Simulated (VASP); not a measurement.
Computed with PBE GGA, VASP's PBE PAW potentials (set 64) (plane waves; VASP 6.6.1).

VASP ran on this input.

KPOINTS:
```
Automatic mesh
0
Gamma
9 9 9
0 0 0
```

INCAR:
```
SIGMA = 0.05   # width (eV)
LWAVE = .FALSE.
ENCUT = 520
ISIF = 2   # forces and stress, cell fixed
SYSTEM = BP
PREC = Accurate
NELM = 100   # most electronic steps
ALGO = Normal   # blocked Davidson
GGA = PE   # PBE
LREAL = .FALSE.
LCHARG = .FALSE.
LASPH = .TRUE.   # aspherical one-centre terms
ISMEAR = 0   # Gaussian
EDIFF = 1E-6   # SCF stop (eV)
NELECT = 7.5
```

POSCAR:
```
BP
1
    0.0000000000     2.2700000000     2.2700000000
    2.2700000000     0.0000000000     2.2700000000
    2.2700000000     2.2700000000     0.0000000000
B P
1 1
Direct
  0.0000000000   0.0000000000   0.0000000000
  0.2500000000   0.2500000000   0.2500000000
```

POTCAR, in this order: B P (PBE.64 set). Program: vasp_std.

What VASP printed:

**OSZICAR**
```
       N       E                     dE             d eps       ncg     rms          rms(c)
DAV:   1     0.297180413133E+01    0.29718E+01   -0.31859E+03   560   0.732E+02
DAV:   2    -0.160912016928E+02   -0.19063E+02   -0.18687E+02   808   0.999E+01
DAV:   3    -0.163290285704E+02   -0.23783E+00   -0.23733E+00   720   0.141E+01
DAV:   4    -0.163294604976E+02   -0.43193E-03   -0.43192E-03   856   0.608E-01
DAV:   5    -0.163294607083E+02   -0.21064E-06   -0.21059E-06   720   0.111E-02    0.666E+00
DAV:   6    -0.161199697177E+02    0.20949E+00   -0.93280E-01   752   0.500E+00    0.348E+00
DAV:   7    -0.160681436400E+02    0.51826E-01   -0.21631E-01   784   0.269E+00    0.960E-01
DAV:   8    -0.160641895695E+02    0.39541E-02   -0.12648E-02   624   0.830E-01    0.161E-01
DAV:   9    -0.160643604619E+02   -0.17089E-03   -0.65229E-04   808   0.212E-01    0.340E-02
DAV:  10    -0.160643959050E+02   -0.35443E-04   -0.10882E-04   600   0.682E-02    0.133E-02
DAV:  11    -0.160644001870E+02   -0.42820E-05   -0.74094E-06   808   0.251E-02    0.959E-03
DAV:  12    -0.160644003286E+02   -0.14161E-06   -0.20139E-06   392   0.963E-03
   1 F= -.16064400E+02 E0= -.16063348E+02  d E =-.210393E-02
```

File OUTCAR:
```
------------------------ aborting loop because EDIFF is reached ----------------------------------------
  FORCE on cell =-STRESS in cart. coord.  units (eV):
  Direction    XX          YY          ZZ          XY          YZ          ZX
  --------------------------------------------------------------------------------------
  Total       -5.4805723     -5.4805723     -5.4805723      0.0000000      0.0000000     -0.0000000
  in kB     -375.3435225   -375.3435225   -375.3435225      0.0000000      0.0000000     -0.0000000
  external PRESSURE =    -375.3435225 kB  Pullay stress =       0.0000000 kB
  volume of cell :       23.39
      direct lattice vectors                 reciprocal lattice vectors
     0.000000000  2.270000000  2.270000000    -0.220264317  0.220264317  0.220264317
     2.270000000  0.000000000  2.270000000     0.220264317 -0.220264317  0.220264317
     2.270000000  2.270000000  0.000000000     0.220264317  0.220264317 -0.220264317
  FREE ENERGIE OF THE ION-ELECTRON SYSTEM (eV)
  ---------------------------------------------------
  free  energy   TOTEN  =       -16.0644003286 eV

  energy  without entropy=      -16.0622963970  energy(sigma->0) =      -16.06334836
```
(Selected blocks of OUTCAR.)

**OUTCAR**
```
 val. band max:        5.6792648491   @ k =   0.2222   0.1111   0.0000

 cond. band min:       5.7417984348   @ k =   0.3333   0.2222   0.1111


 Fermi energy:         5.7332708769

 k-point     1 :       0.0000    0.0000    0.0000
  band No.  band energies     occupation
      1      -7.9889      2.00000
      2       7.2851      0.00000
      3       7.2851      0.00000
      4       7.2851      0.00000
      5      10.8661      0.00000
      6      10.8661      0.00000
      7      10.8661      0.00000
      8      14.6800      0.00000

 k-point     2 :       0.1111    0.0000    0.0000
  band No.  band energies     occupation
      1      -7.7692      2.00000
      2       5.8004      0.05761
      3       6.9500      0.00000
      4       6.9500      0.00000
      5      11.3237      0.00000
      6      11.3364      0.00000
      7      11.3364      0.00000
      8      15.3201      0.00000

 k-point     3 :       0.2222    0.0000    0.0000
  band No.  band energies     occupation
      1      -7.1218      2.00000
      2       3.2174      2.00000
      3       6.3456      0.00000
      4       6.3456      0.00000
      5      11.4606      0.00000
      6      12.0963      0.00000
      7      12.0963      0.00000
      8      16.6962      0.00000

 k-point     4 :       0.3333    0.0000    0.0000
  band No.  band energies     occupation
      1      -6.1023      2.00000
      2       0.7113      2.00000
      3       5.8584      0.00040
      4       5.8584      0.00040
      5      11.3332      0.00000
      6      12.3478      0.00000
      7      12.3478      0.00000
      8      17.6427      0.00000

 k-point     5 :       0.4444    0.0000    0.0000
  band No.  band energies     occupation
      1      -4.9808      2.00000
      2      -1.1910      2.00000
      3       5.6027      1.99978
      4       5.6027      1.99978
      5      11.2298      0.00000
      6      12.2617      0.00000
      7      12.2617      0.00000
...
```

The cell is charged, with a uniform compensating background.

The compound is BP in the zinc blende structure. The cell was not relaxed at this level. The run is one of a series of settings (NELECT = 7.5 against the base run), some of them coarse on purpose.
